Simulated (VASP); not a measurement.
# Te3Pd (Fm-3m) in VASP: further runs

Runs on Te3Pd. Level: PBE. Tasks: single point, relaxation of cell and atoms.

All numbers are computed with VASP 6.6.1; they aren't measurements. Logs are shortened: lines on timing, memory, paths and dates and some standing lists are left out, and cuts for length are marked.

## 1. The cell of the first run

Symmetry: Fm-3m, No. 225, cubic system. The conventional cell has a = 7.318 Å, b = 7.318 Å, c = 7.318 Å, α = 90.00°, β = 90.00°, γ = 90.00°. Te (site symmetry -43m) is surrounded by 4 Te at 3.17 Å and 4 Pd at 3.17 Å. Around Te (site symmetry m-3m) lie 8 Te at 3.17 Å. Pd (site symmetry m-3m) has 8 Te at 3.17 Å as nearest neighbours.

The cell was built by a generator and needn't be a form met in nature.

## 2. Single point, PBE (species swapped into the Li3Ag type (Fm-3m, No. 225))

INCAR reads:

```
SYSTEM = Te3Pd
PREC = Accurate ; ENCUT = 520
EDIFF = 1E-6 ; ISMEAR = 0
SIGMA = 0.1 ; LREAL = .FALSE.
LASPH = .TRUE. ; NELM = 80
ALGO = Fast ; ISIF = 2
LWAVE = .FALSE. ; LCHARG = .FALSE.
GGA = PE ; NBANDS = 22
```

KPOINTS reads:

```
Automatic mesh
0
G
  12 12 12
  0 0 0
```

POSCAR reads:

```
Te3Pd
1.0
    0.0000000000      3.6591329172      3.6591329172
    3.6591329172      0.0000000000      3.6591329172
    3.6591329172      3.6591329172      0.0000000000
Te Pd
3 1
Direct
    0.2500000000      0.2500000000      0.2500000000
    0.7500000000      0.7500000000      0.7500000000
    0.5000000000      0.5000000000      0.5000000000
    0.0000000000      0.0000000000      0.0000000000
```

Potentials or basis: VASP PAW PBE potentials, release 64 (Te, Pd).

Command:

```sh
cat potpaw_PBE.64/Te/POTCAR potpaw_PBE.64/Pd/POTCAR > POTCAR
mpirun -np 1 vasp_std > vasp.out
```

OUTCAR:

```text
SYSTEM = Te3Pd
   PREC = Accurate
   ENCUT = 520
   EDIFF = 1E-6
   ISMEAR = 0
   LREAL = .FALSE.
   LASPH = .TRUE.
   NELM = 80
   ISIF = 2
   GGA = PE

 ion  position               nearest neighbor table
   1  0.250  0.250  0.250-   4 3.17   4 3.17   4 3.17   3 3.17   3 3.17   3 3.17   4 3.17   3 3.17
                             2 3.66   2 3.66   2 3.66   2 3.66   2 3.66   2 3.66
   2  0.750  0.750  0.750-   3 3.17   3 3.17   3 3.17   4 3.17   4 3.17   4 3.17   4 3.17   3 3.17
                             1 3.66   1 3.66   1 3.66   1 3.66   1 3.66   1 3.66
   3  0.500  0.500  0.500-   1 3.17   1 3.17   1 3.17   2 3.17   2 3.17   2 3.17   2 3.17   1 3.17

   4  0.000  0.000  0.000-   2 3.17   2 3.17   2 3.17   1 3.17   1 3.17   1 3.17   2 3.17   1 3.17

  LATTYP: Found a face centered cubic cell.
 ALAT       =     7.3182658344

  Lattice vectors:

 A1 = (   0.0000000000,   3.6591329172,   3.6591329172)
 A2 = (   3.6591329172,   0.0000000000,   3.6591329172)
 A3 = (   3.6591329172,   3.6591329172,   0.0000000000)

Analysis of symmetry for initial positions (statically):
=====================================================================
 Subroutine PRICEL returns:
 Original cell was already a primitive cell.

 Routine SETGRP: Setting up the symmetry group for a
 face centered cubic supercell.

 Subroutine GETGRP returns: Found 48 space group operations
 (whereof 48 operations were pure point group operations)
 out of a pool of 48 trial point group operations.

The static configuration has the point symmetry O_h .

Analysis of symmetry for dynamics (positions and initial velocities):
=====================================================================
 Subroutine PRICEL returns:
 Original cell was already a primitive cell.

 Routine SETGRP: Setting up the symmetry group for a
 face centered cubic supercell.

 Subroutine GETGRP returns: Found 48 space group operations
 (whereof 48 operations were pure point group operations)
 out of a pool of 48 trial point group operations.

The dynamic configuration has the point symmetry O_h .

 Subroutine INISYM returns: Found 48 space group operations
 (whereof 48 operations are pure point group operations),
 and found     1 'primitive' translations

----------------------------------------------------------------------------------------

                                     Primitive cell

  volume of cell :      97.9861

  direct lattice vectors                    reciprocal lattice vectors
     0.000000000  3.659132917  3.659132917    -0.136644394  0.136644394  0.136644394
     3.659132917  0.000000000  3.659132917     0.136644394 -0.136644394  0.136644394
     3.659132917  3.659132917  0.000000000     0.136644394  0.136644394 -0.136644394

  length of vectors
[... 94 lines left out ...]
   POTIM  = 0.5000    time-step for ionic-motion
   TEBEG  =    0.0;   TEEND  =   0.0 temperature during run
   PSTRESS=    0.0 pullay stress
   NELECT =      28.0000    total number of electrons
   NUPDOWN=      -1.0000    fix difference up-down
   EMIN   =  10.00;   EMAX   =-10.00  energy-range for DOS
   EFERMI =   0.00;   METHOD = LEGACY
   ISMEAR =     0;   SIGMA  =   0.10  broadening in eV -4-tet -1-fermi 0-gaus
   EFERMI_NEDOS =   21; number of points for ismear=-14 and -15
   IALGO  =     68    algorithm
   IMIX   =      4    mixing-type and parameters
     AMIX     =   0.40;   BMIX     =  1.00
     AMIX_MAG =   1.60;   BMIX_MAG =  1.00
  volume/ion in A,a.u.               =      24.50       165.31
  Fermi-wavevector in a.u.,A,eV,Ry     =   1.078299  2.037690 15.819894  1.162729
  Thomas-Fermi vector in A             =   2.214234
   LORBIT       =      0    0 simple, 1 ext, 2 COOP (PROOUT), +10 PAW based schemes
   GGA     = PE    functional components
   LHFCALC =     F    Hartree Fock is set to
   AEXX    =    0.0000 exact exchange contribution
   IVDW    =     0    specifies the selected vdW correction
   LEPSILON=     F    determine dielectric tensor
   LRPA    =     F    only Hartree local field effects (RPA)
 non-spin polarized calculation
 RMM-DIIS sequential band-by-band and
 Gauss-broadening in eV      SIGMA  =   0.10
  energy-cutoff  :      520.00
  volume of cell :       97.99
 maximum number of plane-waves:      2685
   NGX = 19   NGY = 19   NGZ = 19

 number of electron      28.0000003 magnetization

 Free energy of the ion-electron system (eV)
  ---------------------------------------------------
  ext. energy  EPLUGINS =         0.00000000
  ---------------------------------------------------
  free energy    TOTEN  =       -13.42364774 eV

  energy without entropy =      -13.41109623  energy(sigma->0) =      -13.41737199

 E-fermi :   8.6285     XC(G=0): -10.6633

 val. band max:        8.6092426899   @ k =  -0.2500   0.5000   0.2500
 cond. band min:       8.6385124962   @ k =  -0.3333   0.3333   0.0000
 fundamental gap:      0.0292698063
 Fermi energy:         8.6284700501

 k-point     1 :       0.0000    0.0000    0.0000
  band No.  band energies     occupation
      1      -5.5841      2.00000
      2      -1.4648      2.00000
      3      -0.3960      2.00000
      4       4.1780      2.00000
      5       4.1780      2.00000
      6       4.1780      2.00000
[... 589 lines left out ...]
     21      15.7240      0.00000
     22      16.9407      0.00000

 [... further k-points ...]

------------------------ aborting loop because EDIFF is reached ----------------------------------------

  FORCE on cell =-STRESS in cart. coord.  units (eV):
  Direction    XX          YY          ZZ          XY          YZ          ZX
  --------------------------------------------------------------------------------------
  -------------------------------------------------------------------------------------
  Total       -0.0626145     -0.0626145     -0.0626145      0.0000000     -0.0000000      0.0000000
  in kB       -1.0238137     -1.0238137     -1.0238137      0.0000000     -0.0000000      0.0000000
  external PRESSURE =      -1.0238137 kB  Pullay stress =       0.0000000 kB

 VOLUME and BASIS-vectors are now :
 -----------------------------------------------------------------------------
  energy-cutoff  :      520.00
  volume of cell :       97.99
      direct lattice vectors                 reciprocal lattice vectors
     0.000000000  3.659132917  3.659132917    -0.136644394  0.136644394  0.136644394
     3.659132917  0.000000000  3.659132917     0.136644394 -0.136644394  0.136644394
     3.659132917  3.659132917  0.000000000     0.136644394  0.136644394 -0.136644394

 POSITION                                       TOTAL-FORCE (eV/Angst)
 -----------------------------------------------------------------------------------
      1.82957      1.82957      1.82957        -0.000000     -0.000000     -0.000000
      5.48870      5.48870      5.48870         0.000000      0.000000      0.000000
      3.65913      3.65913      3.65913         0.000000      0.000000      0.000000
      0.00000      0.00000      0.00000         0.000000      0.000000      0.000000
 -----------------------------------------------------------------------------------
    total drift:                               -0.000000      0.000000      0.000000

  FREE ENERGIE OF THE ION-ELECTRON SYSTEM (eV)
  ---------------------------------------------------
  free  energy   TOTEN  =       -13.4236477425 eV

  energy  without entropy=      -13.4110962339  energy(sigma->0) =      -13.41737199
```

OSZICAR:

```text
N       E                     dE             d eps       ncg     rms          rms(c)
DAV:   1     0.132584179197E+03    0.13258E+03   -0.11189E+04  3168   0.108E+03
DAV:   2    -0.624907828111E+01   -0.13883E+03   -0.13194E+03  3878   0.196E+02
DAV:   3    -0.134754693147E+02   -0.72264E+01   -0.70999E+01  3792   0.445E+01
DAV:   4    -0.135823469179E+02   -0.10688E+00   -0.10684E+00  3548   0.612E+00
DAV:   5    -0.135847737254E+02   -0.24268E-02   -0.24268E-02  3810   0.960E-01    0.140E+01
RMM:   6    -0.135020504065E+02    0.82723E-01   -0.41027E-01  3175   0.272E+00    0.931E+00
RMM:   7    -0.135069300122E+02   -0.48796E-02   -0.61203E-01  3182   0.440E+00    0.607E+00
RMM:   8    -0.134252177005E+02    0.81712E-01   -0.80640E-02  3223   0.145E+00    0.561E-01
RMM:   9    -0.134239784151E+02    0.12393E-02   -0.10656E-02  3391   0.492E-01    0.392E-01
RMM:  10    -0.134237067376E+02    0.27168E-03   -0.96330E-04  3354   0.168E-01    0.169E-01
RMM:  11    -0.134236619874E+02    0.44750E-04   -0.33614E-04  3626   0.950E-02    0.104E-01
RMM:  12    -0.134236580329E+02    0.39544E-05   -0.47129E-05  3682   0.356E-02    0.780E-02
RMM:  13    -0.134236545548E+02    0.34781E-05   -0.63337E-06  3108   0.127E-02    0.468E-02
RMM:  14    -0.134236481054E+02    0.64493E-05   -0.43213E-06  2872   0.123E-02    0.125E-02
RMM:  15    -0.134236477425E+02    0.36291E-06   -0.59347E-07  1999   0.358E-03
   1 F= -.13423648E+02 E0= -.13417372E+02  d E =-.125515E-01
```

Run time: 2.2 min. Hardware: 1 thread of Intel Xeon Platinum 8488C (Sapphire Rapids), shared host; peak memory 0.33 GiB.

Results:

```
Free energy            : -13.4236 eV
Pressure               : -0.1 GPa
Band gap on the k mesh : none (metal or under the smearing width)
```

## 3. Relaxation of cell and atoms, PBE (species swapped into the Li3Ag type (Fm-3m, No. 225))

INCAR reads:

```
  PREC = Accurate
  ENCUT = 600
  EDIFF = 1E-7
  ISMEAR = 0
  SIGMA = 0.1
  LREAL = False
  LASPH = True
  NELM = 60
  ALGO = Fast
  ISIF = 3
  LWAVE = False
  LCHARG = False
  GGA = PE
  IBRION = 2
  NSW = 100
  EDIFFG = -0.01
```

KPOINTS reads:

```
Automatic mesh
0
Gamma
  12 12 12
```

POSCAR reads:

```
Te3Pd
1.0
    0.0000000000      3.6534586937      3.6534586937
    3.6534586937      0.0000000000      3.6534586937
    3.6534586937      3.6534586937      0.0000000000
Te Pd
3 1
Direct
    0.2500000000      0.2500000000      0.2500000000
    0.7500000000      0.7500000000      0.7500000000
    0.5000000000      0.5000000000      0.5000000000
    0.0000000000      0.0000000000      0.0000000000
```

Potentials or basis: VASP PAW PBE potentials, release 64 (Te, Pd).

Command:

```sh
cat potpaw_PBE.64/Te/POTCAR potpaw_PBE.64/Pd/POTCAR > POTCAR
mpirun -np 1 vasp_std > vasp.out
```

OUTCAR:

```text
PREC = Accurate
   ENCUT = 600
   EDIFF = 1E-7
   ISMEAR = 0
   LREAL = False
   LASPH = True
   NELM = 60
   ISIF = 3
   GGA = PE
   IBRION = 2
   NSW = 100
   EDIFFG = -0.01

 ion  position               nearest neighbor table
   1  0.250  0.250  0.250-   4 3.16   4 3.16   4 3.16   3 3.16   4 3.16   3 3.16   3 3.16   3 3.16
                             2 3.65   2 3.65   2 3.65   2 3.65   2 3.65   2 3.65
   2  0.750  0.750  0.750-   3 3.16   3 3.16   3 3.16   3 3.16   4 3.16   4 3.16   4 3.16   4 3.16
                             1 3.65   1 3.65   1 3.65   1 3.65   1 3.65   1 3.65
   3  0.500  0.500  0.500-   1 3.16   1 3.16   1 3.16   1 3.16   2 3.16   2 3.16   2 3.16   2 3.16

   4  0.000  0.000  0.000-   2 3.16   2 3.16   2 3.16   1 3.16   2 3.16   1 3.16   1 3.16   1 3.16

  LATTYP: Found a face centered cubic cell.
 ALAT       =     7.3069173874

  Lattice vectors:

 A1 = (   0.0000000000,   3.6534586937,   3.6534586937)
 A2 = (   3.6534586937,   0.0000000000,   3.6534586937)
 A3 = (   3.6534586937,   3.6534586937,   0.0000000000)

Analysis of symmetry for initial positions (statically):
=====================================================================
 Subroutine PRICEL returns:
 Original cell was already a primitive cell.

 Routine SETGRP: Setting up the symmetry group for a
 face centered cubic supercell.

 Subroutine GETGRP returns: Found 48 space group operations
 (whereof 48 operations were pure point group operations)
 out of a pool of 48 trial point group operations.

The static configuration has the point symmetry O_h .

Analysis of symmetry for dynamics (positions and initial velocities):
=====================================================================
 Subroutine PRICEL returns:
 Original cell was already a primitive cell.

 Routine SETGRP: Setting up the symmetry group for a
 face centered cubic supercell.

 Subroutine GETGRP returns: Found 48 space group operations
 (whereof 48 operations were pure point group operations)
 out of a pool of 48 trial point group operations.
[... 137 lines left out ...]
 non-spin polarized calculation
 RMM-DIIS sequential band-by-band and
 Gauss-broadening in eV      SIGMA  =   0.10
  energy-cutoff  :      600.00
  volume of cell :       97.53
 maximum number of plane-waves:      3287
 NGX is ok and might be reduce to    42
   NGX = 21   NGY = 21   NGZ = 21

--------------------------------------- Ionic step        1  -------------------------------------------

 number of electron      28.0000002 magnetization

 Free energy of the ion-electron system (eV)
  ---------------------------------------------------
  ext. energy  EPLUGINS =         0.00000000
  ---------------------------------------------------
  free energy    TOTEN  =       -13.42325211 eV

  energy without entropy =      -13.41083292  energy(sigma->0) =      -13.41704251

------------------------ aborting loop because EDIFF is reached ----------------------------------------

  FORCE on cell =-STRESS in cart. coord.  units (eV):
  Direction    XX          YY          ZZ          XY          YZ          ZX
  --------------------------------------------------------------------------------------
  -------------------------------------------------------------------------------------
  Total        0.1372422      0.1372422      0.1372422      0.0000000     -0.0000000     -0.0000000
  in kB        2.2545273      2.2545273      2.2545273      0.0000000     -0.0000000     -0.0000000
  external PRESSURE =       2.2545273 kB  Pullay stress =       0.0000000 kB
[... 63 lines left out ...]
--------------------------------------- Ionic step        3  -------------------------------------------

 number of electron      28.0000002 magnetization

 Free energy of the ion-electron system (eV)
  ---------------------------------------------------
  ext. energy  EPLUGINS =         0.00000000
  ---------------------------------------------------
  free energy    TOTEN  =       -13.42343853 eV

  energy without entropy =      -13.41093700  energy(sigma->0) =      -13.41718776

 E-fermi :   8.6540     XC(G=0): -10.6717

 val. band max:        8.6352974090   @ k =  -0.2500   0.5000   0.2500
 cond. band min:       8.6637960169   @ k =  -0.3333   0.3333   0.0000
 fundamental gap:      0.0284986080
 Fermi energy:         8.6540036463

 k-point     1 :       0.0000    0.0000    0.0000
  band No.  band energies     occupation
      1      -5.5727      2.00000
      2      -1.4399      2.00000
      3      -0.3671      2.00000
      4       4.1928      2.00000
      5       4.1928      2.00000
      6       4.1928      2.00000
[... 481 lines left out ...]
      5       3.3804      2.00000
      6       4.3097      2.00000
[... 10 lines left out ...]
     17      10.4374      0.00000
     18      11.9543      0.00000

 [... further k-points ...]

------------------------ aborting loop because EDIFF is reached ----------------------------------------

  FORCE on cell =-STRESS in cart. coord.  units (eV):
  Direction    XX          YY          ZZ          XY          YZ          ZX
  --------------------------------------------------------------------------------------
  -------------------------------------------------------------------------------------
  Total        0.0076433      0.0076433      0.0076433     -0.0000000     -0.0000000      0.0000000
  in kB        0.1251957      0.1251957      0.1251957     -0.0000000     -0.0000000      0.0000000
  external PRESSURE =       0.1251957 kB  Pullay stress =       0.0000000 kB
[... 19 lines left out ...]
  FREE ENERGIE OF THE ION-ELECTRON SYSTEM (eV)
  ---------------------------------------------------
  free  energy   TOTEN  =       -13.4234385279 eV

  energy  without entropy=      -13.4109369972  energy(sigma->0) =      -13.41718776

 reached required accuracy - stopping structural energy minimisation
```

CONTCAR:

```text
Te3Pd
   1.00000000000000
     0.0000000000000000    3.6569890592461656    3.6569890592461656
     3.6569890592461656   -0.0000000000000000    3.6569890592461656
     3.6569890592461656    3.6569890592461656   -0.0000000000000000
  Te              Pd
     3     1
Direct
     0.2500000000000000    0.2500000000000000    0.2500000000000000
     0.7500000000000000    0.7500000000000000    0.7500000000000000
     0.5000000000000000    0.5000000000000000    0.5000000000000000
     0.0000000000000000    0.0000000000000000    0.0000000000000000

  0.00000000E+00  0.00000000E+00  0.00000000E+00
  0.00000000E+00  0.00000000E+00  0.00000000E+00
  0.00000000E+00  0.00000000E+00  0.00000000E+00
  0.00000000E+00  0.00000000E+00  0.00000000E+00
```

Wall time 6.2 min (1 thread of Intel Xeon Platinum 8488C (Sapphire Rapids), shared host); peak memory 0.37 GiB.

What came out:

```
Free energy                            : -13.4234 eV
Relaxed volume                         : 24.45 Å³/atom
Relaxed cell                           : a = 5.172 Å, b = 5.172 Å, c = 5.172 Å, α = 60.00°, β = 60.00°, γ = 60.00°
Space group after relaxing (to 0.05 Å) : Fm-3m (No. 225)
Energy gained by relaxing              : 0.0 meV/atom
Ionic steps                            : 3
Pressure after relaxing                : 0.0 GPa
Band gap on the k mesh                 : none (metal or under the smearing width)
```

The path:
```
step  energy change (eV)  largest force (eV/Å)  pressure (GPa)  volume (Å³)
   1              0.0000                0.0000            0.23        97.53
   2             -0.0001                0.0000           -0.14        98.02
   3             -0.0002                0.0000            0.01        97.81
```

Final structure:
```
CELL_PARAMETERS angstrom
0.00000 3.65699 3.65699
3.65699 0.00000 3.65699
3.65699 3.65699 0.00000
ATOMIC_POSITIONS crystal
Te 0.25000 0.25000 0.25000
Te 0.75000 0.75000 0.75000
Te 0.50000 0.50000 0.50000
Pd 0.00000 0.00000 0.00000
```

Levels at points of the mesh, in eV from the Fermi level:
```tsv
k point	band 11	band 12	band 13	band 14	band 15	band 16	band 17	band 18
(0.00, 0.00, 0.00)	-2.19	-0.61	-0.61	-0.61	-0.22	-0.22	-0.22	2.19
(0.50, 0.00, 0.00)	-1.68	-1.32	-1.32	-1.04	0.82	1.81	1.81	3.71
(0.50, 0.50, 0.00)	-1.67	-1.02	0.46	0.46	0.52	1.16	1.16	3.10
```

The run has no spin-orbit coupling, so splittings on Te are missing.
